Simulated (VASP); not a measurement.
Output of a VASP run:

File OSZICAR:
```
       N       E                     dE             d eps       ncg     rms          rms(c)
DAV:   1     0.303690635186E+03    0.30369E+03   -0.24795E+04  1120   0.167E+03
DAV:   2    -0.289205582230E+02   -0.33261E+03   -0.32311E+03  1460   0.379E+02
DAV:   3    -0.495283569814E+02   -0.20608E+02   -0.20532E+02  1572   0.829E+01
DAV:   4    -0.506110783786E+02   -0.10827E+01   -0.10816E+01  1688   0.148E+01
DAV:   5    -0.506273741659E+02   -0.16296E-01   -0.16292E-01  1408   0.203E+00    0.411E+01
DAV:   6    -0.470134077367E+02    0.36140E+01   -0.13130E+01  1192   0.197E+01    0.340E+01
DAV:   7    -0.468678216169E+02    0.14559E+00   -0.35493E+00  1708   0.869E+00    0.153E+01
DAV:   8    -0.468391630877E+02    0.28659E-01   -0.37280E-01  1264   0.306E+00    0.175E+00
DAV:   9    -0.468367320170E+02    0.24311E-02   -0.24235E-02  1448   0.977E-01    0.464E-01
DAV:  10    -0.468365047583E+02    0.22726E-03   -0.25592E-03  1524   0.373E-01    0.119E-01
DAV:  11    -0.468364810247E+02    0.23734E-04   -0.36829E-04  1456   0.115E-01    0.481E-02
DAV:  12    -0.468364760279E+02    0.49968E-05   -0.30399E-05  1660   0.262E-02    0.123E-02
DAV:  13    -0.468364758078E+02    0.22007E-06   -0.29953E-06  1112   0.109E-02
   1 F= -.46836476E+02 E0= -.46836476E+02  d E =-.468365E+02
       N       E                     dE             d eps       ncg     rms          rms(c)
DAV:   1    -0.468379078686E+02   -0.14318E-02   -0.67937E-02  1120   0.187E+00    0.343E-01
DAV:   2    -0.468371691960E+02    0.73867E-03   -0.41263E-03  1268   0.419E-01    0.132E-01
DAV:   3    -0.468369173169E+02    0.25188E-03   -0.42807E-04  1400   0.135E-01    0.676E-02
DAV:   4    -0.468368798984E+02    0.37419E-04   -0.16568E-04  1868   0.661E-02    0.528E-02
DAV:   5    -0.468368815310E+02   -0.16326E-05   -0.17005E-05  1372   0.257E-02    0.185E-02
DAV:   6    -0.468368816309E+02   -0.99873E-07   -0.49969E-06  1244   0.137E-02
   2 F= -.46836882E+02 E0= -.46836882E+02  d E =-.405823E-03
       N       E                     dE             d eps       ncg     rms          rms(c)
DAV:   1    -0.468370061842E+02   -0.12465E-03   -0.66758E-03  1136   0.586E-01    0.107E-01
DAV:   2    -0.468369324292E+02    0.73755E-04   -0.39846E-04  1264   0.131E-01    0.415E-02
DAV:   3    -0.468369077832E+02    0.24646E-04   -0.43080E-05  1420   0.425E-02    0.209E-02
DAV:   4    -0.468369043138E+02    0.34693E-05   -0.15880E-05  1852   0.205E-02    0.164E-02
DAV:   5    -0.468369044607E+02   -0.14689E-06   -0.14477E-06   792   0.811E-03
   3 F= -.46836904E+02 E0= -.46836904E+02  d E =-.428653E-03
       N       E                     dE             d eps       ncg     rms          rms(c)
DAV:   1    -0.468378159190E+02   -0.91161E-03   -0.34423E-02  1120   0.125E+00    0.273E-01
DAV:   2    -0.468371737828E+02    0.64214E-03   -0.32302E-03  1336   0.361E-01    0.980E-02
DAV:   3    -0.468370015184E+02    0.17226E-03   -0.28549E-04  1428   0.119E-01    0.704E-02
DAV:   4    -0.468369796811E+02    0.21837E-04   -0.12617E-04  1812   0.526E-02    0.645E-02
DAV:   5    -0.468369856049E+02   -0.59238E-05   -0.24442E-05  1320   0.310E-02    0.179E-02
DAV:   6    -0.468369826231E+02    0.29819E-05   -0.19169E-05  1964   0.247E-02    0.642E-03
DAV:   7    -0.468369826322E+02   -0.91432E-08   -0.15892E-06   872   0.744E-03
   4 F= -.46836983E+02 E0= -.46836983E+02  d E =-.781715E-04
```

### OUTCAR
```
------------------------ aborting loop because EDIFF is reached ----------------------------------------
  FORCE on cell =-STRESS in cart. coord.  units (eV):
  Direction    XX          YY          ZZ          XY          YZ          ZX
  --------------------------------------------------------------------------------------
  Total       -0.0343007     -0.0343007     -0.0510907      0.0000000      0.0000000      0.0000000
  in kB       -0.5986527     -0.5986527     -0.8916911      0.0000000      0.0000000      0.0000000
  external PRESSURE =      -0.6963322 kB  Pullay stress =       0.0000000 kB
  volume of cell :       91.80
      direct lattice vectors                 reciprocal lattice vectors
     3.700781406  0.000000000  0.000000000     0.270213204  0.000000000  0.000000000
     0.000000000  3.700781406  0.000000000     0.000000000  0.270213204  0.000000000
     0.000000000 -0.000000000  6.702721913     0.000000000 -0.000000000  0.149193121
 POSITION                                       TOTAL-FORCE (eV/Angst)
 -----------------------------------------------------------------------------------
      3.70078      1.85039      1.51462         0.000000      0.000000     -0.016158
      1.85039      3.70078      5.18810        -0.000000     -0.000000      0.016158
      3.70078      1.85039      4.31001         0.000000      0.000000     -0.009814
      1.85039     -0.00000      2.39272         0.000000     -0.000000      0.009814
      0.00000      3.70078      0.00000         0.000000     -0.000000      0.000000
      1.85039      1.85039      0.00000         0.000000      0.000000      0.000000
 -----------------------------------------------------------------------------------
    total drift:                                0.000000      0.000000     -0.000000
  FREE ENERGIE OF THE ION-ELECTRON SYSTEM (eV)
  ---------------------------------------------------
  free  energy   TOTEN  =       -46.8369826322 eV

  energy  without entropy=      -46.8369826322  energy(sigma->0) =      -46.83698263

 reached required accuracy - stopping structural energy minimisation
```
(Selected blocks of OUTCAR.)

File POSCAR:
```
YSF
1
    3.7061317413     0.0000000000     0.0000000000
    0.0000000000     3.7061317413     0.0000000000
    0.0000000000     0.0000000000     6.6855099445
Y S F
2 2 2
Direct
  0.0000000000   0.5000000000   0.2255284013
  0.5000000000   1.0000000000   0.7744715987
  0.0000000000   0.5000000000   0.6434449480
  0.5000000000   1.0000000000   0.3565550520
  0.0000000000   0.0000000000   0.0000000000
  0.5000000000   0.5000000000   1.0000000000
```

Reconstruct the remaining input files.

This is not unique; one that fits is the input of the run itself, LDA (Ceperley-Alder, Perdew-Zunger), plane waves, VASP's LDA PAW potentials (set 64).

**INCAR**
```
ALGO = Normal
EDIFF = 1E-6
EDIFFG = -0.02
ENCUT = 520
IBRION = 2
ISIF = 3
ISMEAR = 0
LASPH = .TRUE.
LCHARG = .FALSE.
LMAXMIX = 4
LREAL = .FALSE.
LWAVE = .FALSE.
NELM = 100
NSW = 60
PREC = Accurate
SIGMA = 0.05
SYSTEM = YSF
```

KPOINTS:
```
kpoints
0
gamma
6 6 3
0 0 0
```

POTCAR, in this order: Y_sv S F (LDA.64 set). Program: vasp_std.

The structure comes from a computed database's YSF entry (P4/nmm); how it stands against other phases isn't given here. This run relaxes it. Symmetry was kept, so distortions that lower it aren't found. The start is the result of an earlier pass.
